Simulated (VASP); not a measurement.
Given:

```yaml
crystal:
  lattice:
    - [1.56752, -2.71502, 0.00000]
    - [1.56752, 2.71502, 0.00000]
    - [0.00000, 0.00000, 3.46866]
  atoms:
    - { symbol: Hf, position: [0.00000, 0.00000, 0.00000] }
    - { symbol: B, position: [0.33333, 0.66667, 0.50000] }
    - { symbol: B, position: [0.66667, 0.33333, 0.50000] }
```

Calculation: vdW-DF-cx, VASP's PBE PAW potentials (set 64) (plane waves; VASP). Settings: 520 eV cut-off, Gaussian smearing of 0.050 eV, potentials Hf_pv B.

Problem. Give the energies of bands 5 to 11 at the high-symmetry points, in eV from the Fermi level.

Solution. 
```json
[
 {"band": "5", "Γ": "-3.23", "M": "-9.23", "K": "-8.48", "A": "-8.59", "L": "-7.69", "H": "-9.35"},
 {"band": "6", "Γ": "-3.12", "M": "-4.34", "K": "-7.97", "A": "-1.38", "L": "-5.19", "H": "-5.67"},
 {"band": "7", "Γ": "-3.12", "M": "-3.62", "K": "-2.80", "A": "-1.38", "L": "-4.94", "H": "-3.35"},
 {"band": "8", "Γ": "-2.94", "M": "-3.10", "K": "-2.80", "A": "0.10", "L": "-2.83", "H": "-3.35"},
 {"band": "9", "Γ": "3.82", "M": "1.96", "K": "1.53", "A": "0.10", "L": "3.87", "H": "4.28"},
 {"band": "10", "Γ": "3.82", "M": "2.52", "K": "1.53", "A": "0.78", "L": "3.98", "H": "5.20"},
 {"band": "11", "Γ": "4.49", "M": "5.41", "K": "3.21", "A": "0.78", "L": "6.05", "H": "6.78"}
]
```

It has no gap at this level: it comes out as a metal or semimetal.

The compound is HfB2 in the AlB2 type structure. It was relaxed first.
